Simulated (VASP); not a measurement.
Computed with PBE GGA, VASP's PBE PAW potentials (set 64) (plane waves; VASP).

VASP input:

### INCAR
```
ALGO = Normal
EDIFF = 1E-6
ENCUT = 400
GGA = PE
ISIF = 2
ISMEAR = 0
LASPH = .TRUE.
LCHARG = .FALSE.
LREAL = .FALSE.
LWAVE = .FALSE.
NELM = 100
PREC = Accurate
SIGMA = 0.01
SYSTEM = BP
```

**KPOINTS**
```
Automatic mesh
0
Gamma
10 10 10
0 0 0
```

**POSCAR**
```
BP
1
    0.0000000000     2.2207490000     2.2207490000
    2.2207490000     0.0000000000     2.2207490000
    2.2207490000     2.2207490000     0.0000000000
B P
1 1
Direct
  0.0000000000   0.0000000000   0.0000000000
  0.2500000000   0.2500000000   0.2500000000
```

POTCAR, in this order: B P (PBE.64 set). Program: vasp_std.

Output

**OSZICAR**
```
       N       E                     dE             d eps       ncg     rms          rms(c)
DAV:   1     0.699405123035E+01    0.69941E+01   -0.37203E+03   760   0.746E+02
DAV:   2    -0.135102746769E+02   -0.20504E+02   -0.19255E+02  1160   0.996E+01
DAV:   3    -0.137212734853E+02   -0.21100E+00   -0.21100E+00   928   0.134E+01
DAV:   4    -0.137217002931E+02   -0.42681E-03   -0.42681E-03  1200   0.552E-01
DAV:   5    -0.137217003710E+02   -0.77825E-07   -0.77825E-07   976   0.804E-03    0.791E+00
DAV:   6    -0.129897359224E+02    0.73196E+00   -0.18652E+00   848   0.768E+00    0.430E+00
DAV:   7    -0.128773557175E+02    0.11238E+00   -0.33374E-01  1144   0.351E+00    0.138E+00
DAV:   8    -0.128686168226E+02    0.87389E-02   -0.30046E-02   808   0.121E+00    0.243E-01
DAV:   9    -0.128689187090E+02   -0.30189E-03   -0.46216E-04  1096   0.205E-01    0.147E-01
DAV:  10    -0.128691048375E+02   -0.18613E-03   -0.26434E-04   872   0.130E-01    0.260E-02
DAV:  11    -0.128691154910E+02   -0.10653E-04   -0.13071E-05  1056   0.318E-02    0.358E-02
DAV:  12    -0.128691161839E+02   -0.69295E-06   -0.29004E-06   800   0.114E-02
   1 F= -.12869116E+02 E0= -.12869116E+02  d E =-.186193E-11
```

**OUTCAR**
```
------------------------ aborting loop because EDIFF is reached ----------------------------------------
  FORCE on cell =-STRESS in cart. coord.  units (eV):
  Direction    XX          YY          ZZ          XY          YZ          ZX
  --------------------------------------------------------------------------------------
  Total        1.7715737      1.7715737      1.7715737      0.0000000     -0.0000000      0.0000000
  in kB      129.5810155    129.5810155    129.5810155      0.0000000     -0.0000000      0.0000000
  external PRESSURE =     129.5810155 kB  Pullay stress =       0.0000000 kB
  volume of cell :       21.90
      direct lattice vectors                 reciprocal lattice vectors
     0.000000000  2.220749000  2.220749000    -0.225149263  0.225149263  0.225149263
     2.220749000  0.000000000  2.220749000     0.225149263 -0.225149263  0.225149263
     2.220749000  2.220749000  0.000000000     0.225149263  0.225149263 -0.225149263
  FREE ENERGIE OF THE ION-ELECTRON SYSTEM (eV)
  ---------------------------------------------------
  free  energy   TOTEN  =       -12.8691161839 eV

  energy  without entropy=      -12.8691161839  energy(sigma->0) =      -12.86911618
```
(Selected blocks of OUTCAR.)

At this cut-off the stress carries a Pulay error, which pulls relaxed volumes low.

The structure comes from a computed database's BP entry; how it stands against other phases isn't given here. The cell was not relaxed at this level, and its volume differs by -5.9 % from the start's.
